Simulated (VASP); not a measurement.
# OsC2 (P6/mmm) in VASP: reference runs

Aim: a first look at OsC2 with PBE, on the cell as given.

Everything below comes from runs of VASP 6.6.1. Logs are shortened: lines on timing, memory, paths and dates and some standing lists are left out, and cuts for length are marked.

## 1. The structure

It takes space group P6/mmm (No. 191, hexagonal). Conventional cell: a = 2.508 Å, b = 2.508 Å, c = 9.227 Å, α = 90.00°, β = 90.00°, γ = 120.00°. Os (site symmetry 6/mmm) is surrounded by 6 Os at 2.51 Å. C (site symmetry -6m2) is surrounded by 3 C at 1.45 Å.

The cell was built by a generator and needn't be a form met in nature.

## 2. Single point, PBE

INCAR

```
PREC     = Accurate       # precision mode
ENCUT    = 520            # plane-wave cutoff, eV
EDIFF    = 1E-7           # SCF threshold, eV
ISMEAR   = -1             # smearing method
SIGMA    = 0.05           # smearing width, eV
LREAL    = F              # projectors in reciprocal space
LASPH    = T              # aspherical terms in the spheres
NELM     = 80             # most SCF steps
ALGO     = Normal         # electronic algorithm
ISIF     = 2              # what is computed and relaxed
LWAVE    = F              # write WAVECAR
LCHARG   = F              # write CHGCAR
GGA      = PE             # functional
NBANDS   = 15             # bands
```

KPOINTS

```
regular mesh
0
Gamma
  12 12 3
```

POSCAR

```
OsC2
1.0
    2.5081500000      0.0000000000      0.0000000000
   -1.2540700000      2.1721200000      0.0000000000
    0.0000000000      0.0000000000      9.2274100000
Os C
1 2
Direct
    0.0000000000      0.0000000000      0.0000000000
    0.3333300000      0.6666700000      0.5000000000
    0.6666700000      0.3333300000      0.5000000000
```

Potentials or basis: VASP PAW PBE potentials, release 64 (Os, C).

Launch:

```bash
cat potpaw_PBE.64/Os/POTCAR potpaw_PBE.64/C/POTCAR > POTCAR
mpirun -np 1 vasp_std > vasp.out
```

OUTCAR:

```text
PREC = Accurate
   ENCUT = 520
   EDIFF = 1E-7
   ISMEAR = -1
   LREAL = F
   LASPH = T
   NELM = 80
   ISIF = 2
   GGA = PE

 ion  position               nearest neighbor table
   1  0.000  0.000  0.000-
   2  0.333  0.667  0.500-   3 1.45   3 1.45   3 1.45
   3  0.667  0.333  0.500-   2 1.45   2 1.45   2 1.45

  LATTYP: Found a hexagonal cell.
 ALAT       =     2.5081500000
 C/A-ratio  =     3.6789705560

  Lattice vectors:

 A1 = (   2.5081500000,   0.0000000000,   0.0000000000)
 A2 = (  -1.2540700000,   2.1721200000,   0.0000000000)
 A3 = (   0.0000000000,   0.0000000000,   9.2274100000)

Analysis of symmetry for initial positions (statically):
=====================================================================
 Subroutine PRICEL returns:
 Original cell was already a primitive cell.

 Routine SETGRP: Setting up the symmetry group for a
 hexagonal supercell.

 Subroutine GETGRP returns: Found  8 space group operations
 (whereof  8 operations were pure point group operations)
 out of a pool of 24 trial point group operations.

The static configuration has the point symmetry D_2h.

Analysis of symmetry for dynamics (positions and initial velocities):
=====================================================================
 Subroutine PRICEL returns:
 Original cell was already a primitive cell.

 Routine SETGRP: Setting up the symmetry group for a
 hexagonal supercell.

 Subroutine GETGRP returns: Found  8 space group operations
 (whereof  8 operations were pure point group operations)
 out of a pool of 24 trial point group operations.

The dynamic configuration has the point symmetry D_2h.

 Subroutine INISYM returns: Found  8 space group operations
 (whereof  8 operations are pure point group operations),
 and found     1 'primitive' translations

----------------------------------------------------------------------------------------

                                     Primitive cell

  volume of cell :      50.2710

  direct lattice vectors                    reciprocal lattice vectors
     2.508150000  0.000000000  0.000000000     0.398700237  0.230188943  0.000000000
    -1.254070000  2.172120000  0.000000000     0.000000000  0.460379721  0.000000000
     0.000000000  0.000000000  9.227410000     0.000000000  0.000000000  0.108372772

  length of vectors
     2.508150000  2.508146100  9.227410000     0.460379005  0.460379721  0.108372772

  position of ions in fractional coordinates (direct lattice)
     0.000000000  0.000000000  0.000000000
     0.333330000  0.666670000  0.500000000
     0.666670000  0.333330000  0.500000000

  ion indices of the primitive-cell ions
   primitive index   ion index
                 1           1
                 2           2
                 3           3

----------------------------------------------------------------------------------------

 KPOINTS: regular mesh

Automatic generation of k-mesh.
 Grid dimensions read from file:
 generate k-points for:   12   12    3

 Generating k-lattice:

  Cartesian coordinates                     Fractional coordinates (reciprocal lattice)
     0.033225020  0.019182412  0.000000000     0.083333333  0.000000000  0.000000000
     0.000000000  0.038364977  0.000000000     0.000000000  0.083333333  0.000000000
     0.000000000  0.000000000  0.036124257     0.000000000  0.000000000  0.333333333

  Length of vectors
     0.038364917  0.038364977  0.036124257

  Shift w.r.t. Gamma in fractional coordinates (k-lattice)
     0.000000000  0.000000000  0.000000000

 Subroutine IBZKPT returns following result:
 ===========================================

 Found     86 irreducible k-points:

 Following reciprocal coordinates:
            Coordinates               Weight
  0.000000  0.000000  0.000000      1.000000
  0.083333  0.000000  0.000000      4.000000
 -0.083333  0.083333  0.000000      2.000000
  0.166667  0.000000  0.000000      4.000000
 -0.166667  0.166667  0.000000      2.000000
  0.250000  0.000000  0.000000      4.000000
[... 16 lines left out ...]
 -0.083333  0.416667  0.000000      4.000000
 -0.416667  0.333333  0.000000      4.000000
 [... further k-points ...]
   k-points           NKPTS =     86   k-points in BZ     NKDIM =     86   number of bands    NBANDS=     15
   number of dos      NEDOS =    301   number of ions     NIONS =      3
   total plane-waves  NPLWV =  28000
   dimension x,y,z NGX =    20 NGY =   20 NGZ =   70
   dimension x,y,z NGXF=    40 NGYF=   40 NGZF=  140
   ions per type =               1   2
   NGX,Y,Z   is equivalent  to a cutoff of  13.26, 13.26, 12.61 a.u.
   NGXF,Y,Z  is equivalent  to a cutoff of  26.51, 26.51, 25.22 a.u.
 SYSTEM =  unknown system
   PREC   = accura    normal or accurate (medium, high low for compatibility)
   ISTART =      0    job   : 0-new  1-cont  2-samecut
   ICHARG =      2    charge: 1-file 2-atom 10-const
   ISPIN  =      1    spin polarized calculation?
   LNONCOLLINEAR =      F non collinear calculations
   LSORBIT =      F    spin-orbit coupling
   LASPH  =      T    aspherical Exc in radial PAW
   ENCUT  =  520.0 eV  38.22 Ry    6.18 a.u.   4.66  4.66 17.16*2*pi/ulx,y,z
   NELM   =     80;   NELMIN=  2; NELMDL= -5     # of ELM steps
   EDIFF  = 0.1E-06   stopping-criterion for ELM
   LREAL  =      F    real-space projection
   EDIFFG = 0.1E-05   stopping-criterion for IOM
   NSW    =      0    number of steps for IOM
   IBRION =     -1    ionic relax: 0-MD 1-quasi-New 2-CG
   NFREE  =      0    steps in history (QN), initial steepest desc. (CG)
   ISIF   =      2    stress and relaxation
   ISYM   =      2    0-nonsym 1-usesym 2-fastsym
   POTIM  = 0.5000    time-step for ionic-motion
   TEBEG  =    0.0;   TEEND  =   0.0 temperature during run
   PSTRESS=    0.0 pullay stress
   NELECT =      16.0000    total number of electrons
   NUPDOWN=      -1.0000    fix difference up-down
   EMIN   =  10.00;   EMAX   =-10.00  energy-range for DOS
   EFERMI =   0.00;   METHOD = LEGACY
   ISMEAR =    -1;   SIGMA  =   0.05  broadening in eV -4-tet -1-fermi 0-gaus
   EFERMI_NEDOS =   21; number of points for ismear=-14 and -15
   IALGO  =     38    algorithm
   IMIX   =      4    mixing-type and parameters
     AMIX     =   0.40;   BMIX     =  1.00
     AMIX_MAG =   1.60;   BMIX_MAG =  1.00
  volume/ion in A,a.u.               =      16.76       113.08
  Fermi-wavevector in a.u.,A,eV,Ry     =   1.117744  2.112230 16.998469  1.249352
  Thomas-Fermi vector in A             =   2.254370
   LORBIT       =      0    0 simple, 1 ext, 2 COOP (PROOUT), +10 PAW based schemes
   GGA     = PE    functional components
   LHFCALC =     F    Hartree Fock is set to
   AEXX    =    0.0000 exact exchange contribution
   IVDW    =     0    specifies the selected vdW correction
   LEPSILON=     F    determine dielectric tensor
   LRPA    =     F    only Hartree local field effects (RPA)
 non-spin polarized calculation
  energy-cutoff  :      520.00
  volume of cell :       50.27
 maximum number of plane-waves:      1378
   NGX =  9   NGY =  9   NGZ = 35

 number of electron      16.0000001 magnetization

 Free energy of the ion-electron system (eV)
  ---------------------------------------------------
  ext. energy  EPLUGINS =         0.00000000
  ---------------------------------------------------
  free energy    TOTEN  =       -27.23778728 eV

  energy without entropy =      -27.21114517  energy(sigma->0) =      -27.22446622

 E-fermi :   1.8028     XC(G=0):  -9.0923

 val. band max:        1.7991639178   @ k =   0.5000   0.4167   0.3333
 cond. band min:       1.8152310771   @ k =  -0.4167   0.2500   0.3333
 fundamental gap:      0.0160671593
 Fermi energy:         1.8027967096

 k-point     1 :       0.0000    0.0000    0.0000
  band No.  band energies     occupation
      1     -16.5092      2.00000
      2      -6.7249      2.00000
      3      -4.6392      2.00000
      4      -1.0576      2.00000
      5      -0.5640      2.00000
      6      -0.5640      2.00000
      7      -0.4703      2.00000
      8      -0.4695      2.00000
      9       2.4973      0.00000
     10       3.9167      0.00000
     11       3.9167      0.00000
     12       7.4352      0.00000
     13      10.5792      0.00000
     14      10.5803      0.00000
     15      10.9578      0.00000

 k-point     2 :       0.0833    0.0000    0.0000
  band No.  band energies     occupation
      1     -16.3502      2.00000
      2      -6.3094      2.00000
      3      -4.4518      2.00000
      4      -1.1084      2.00000
      5      -0.9180      2.00000
      6      -0.8366      2.00000
      7      -0.7898      2.00000
      8      -0.2271      2.00000
      9       1.6982      1.78027
     10       3.8143      0.00000
     11       4.5682      0.00000
     12       7.6215      0.00000
     13      10.6364      0.00000
     14      11.2393      0.00000
     15      11.3555      0.00000

 k-point     3 :      -0.0833    0.0833    0.0000
  band No.  band energies     occupation
      1     -16.3502      2.00000
      2      -6.3094      2.00000
      3      -4.4518      2.00000
      4      -1.1078      2.00000
      5      -0.9180      2.00000
      6      -0.8365      2.00000
      7      -0.7904      2.00000
      8      -0.2272      2.00000
      9       1.6982      1.78027
     10       3.8143      0.00000
     11       4.5682      0.00000
     12       7.6215      0.00000
     13      10.6357      0.00000
     14      11.2400      0.00000
     15      11.3555      0.00000

 k-point     4 :       0.1667    0.0000    0.0000
  band No.  band energies     occupation
      1     -15.8749      2.00000
      2      -5.2489      2.00000
      3      -3.8949      2.00000
      4      -2.7085      2.00000
      5      -1.5417      2.00000
      6      -1.3679      2.00000
      7      -0.4716      2.00000
      8       0.4124      2.00000
      9       0.7512      2.00000
     10       3.5436      0.00000
     11       5.5892      0.00000
     12       8.1789      0.00000
     13      10.5372      0.00000
     14      11.4942      0.00000
     15      12.3668      0.00000
[... 307 lines left out ...]
 k-point    22 :       0.3333    0.0833    0.0000
  band No.  band energies     occupation
      1     -13.2508      2.00000
      2      -7.8601      2.00000
      3      -4.5658      2.00000
      4      -3.8426      2.00000
      5      -2.0989      2.00000
      6      -0.9538      2.00000
      7       1.3321      1.99984
      8       1.5409      1.98944
      9       2.3465      0.00004
     10       5.9253      0.00000
     11       6.1988      0.00000
     12       9.1395      0.00000
     13      10.3743      0.00000
     14      11.3793      0.00000
     15      14.9822      0.00000

 k-point    23 :      -0.0833    0.4167    0.0000
  band No.  band energies     occupation
      1     -13.2508      2.00000
      2      -7.8601      2.00000
      3      -4.5657      2.00000
      4      -3.8426      2.00000
      5      -2.0989      2.00000
      6      -0.9538      2.00000
      7       1.3321      1.99984
      8       1.5409      1.98944
      9       2.3465      0.00004
     10       5.9253      0.00000
     11       6.1989      0.00000
     12       9.1395      0.00000
     13      10.3741      0.00000
     14      11.3793      0.00000
     15      14.9822      0.00000

 k-point    24 :      -0.4167    0.3333    0.0000
  band No.  band energies     occupation
      1     -13.2508      2.00000
      2      -7.8598      2.00000
      3      -4.5657      2.00000
      4      -3.8429      2.00000
      5      -2.0989      2.00000
      6      -0.9539      2.00000
      7       1.3321      1.99984
      8       1.5409      1.98943
      9       2.3465      0.00004
     10       5.9253      0.00000
     11       6.1991      0.00000
     12       9.1395      0.00000
     13      10.3740      0.00000
     14      11.3793      0.00000
     15      14.9823      0.00000

 [... further k-points ...]
[... 5 lines left out ...]
  --------------------------------------------------------------------------------------
  -------------------------------------------------------------------------------------
  Total        0.1027467      0.1029159     -0.0094406      0.0001469      0.0000000      0.0000000
  in kB        3.2746237      3.2800148     -0.3008787      0.0046806      0.0000000      0.0000000
  external PRESSURE =       2.0845866 kB  Pullay stress =       0.0000000 kB

 VOLUME and BASIS-vectors are now :
 -----------------------------------------------------------------------------
  energy-cutoff  :      520.00
  volume of cell :       50.27
      direct lattice vectors                 reciprocal lattice vectors
     2.508150000  0.000000000  0.000000000     0.398700237  0.230188943  0.000000000
    -1.254070000  2.172120000  0.000000000     0.000000000  0.460379721  0.000000000
     0.000000000  0.000000000  9.227410000     0.000000000  0.000000000  0.108372772

 POSITION                                       TOTAL-FORCE (eV/Angst)
 -----------------------------------------------------------------------------------
      0.00000      0.00000      0.00000        -0.000000      0.000000      0.000000
     -0.00001      1.44809      4.61371         0.001216     -0.000702      0.000000
      1.25409      0.72403      4.61371        -0.001216      0.000702      0.000000
 -----------------------------------------------------------------------------------
    total drift:                                0.000000      0.000000      0.000000

  FREE ENERGIE OF THE ION-ELECTRON SYSTEM (eV)
  ---------------------------------------------------
  free  energy   TOTEN  =       -27.2377872751 eV

  energy  without entropy=      -27.2111451674  energy(sigma->0) =      -27.22446622
```

It took 47 s on 1 thread of Intel Xeon Platinum 8488C (Sapphire Rapids), shared host; peak memory 0.2 GiB.

What came out:

| Property | Result |
| --- | --- |
| Free energy | -27.2378 eV |
| Pressure | 0.2 GPa |
| Band gap on the k mesh | none (metal or under the smearing width) |

Caveat: this functional lacks dispersion, which binds the layers, so the pressure and a relaxed spacing across them are unreliable.
